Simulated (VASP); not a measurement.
Given:

```xyz
1
Lattice="0.0000 1.7821 1.7821 1.7821 0.0000 1.7821 1.7821 1.7821 0.0000" Properties=species:S:1:pos:R:3 pbc="T T T"
Cu     0.0000     0.0000     0.0000
```

Computed with r2SCAN+rVV10, VASP's PBE PAW potentials (set 64) (plane waves; VASP). Numerical set-up: 400 eV cut-off, 20×20×20 Γ-centred mesh, tetrahedra with Blöchl corrections, potentials Cu.

Task: What does the run give for the energy per atom (σ→0), band gap (over mesh and band path) with the smallest direct gap where there is one?

Result: 
```json
{
 "band gap (over mesh and band path)": "none (metal, semimetal or under 0.01 eV)",
 "energy per atom (σ→0)": "-10.537 eV/atom"
}
```

The absolute energy has meaning only against runs of the same code, potentials and settings.

The structure comes from a measured Cu entry (Fm-3m) of the Crystallography Open Database, whose conditions weren't checked. It was relaxed first.
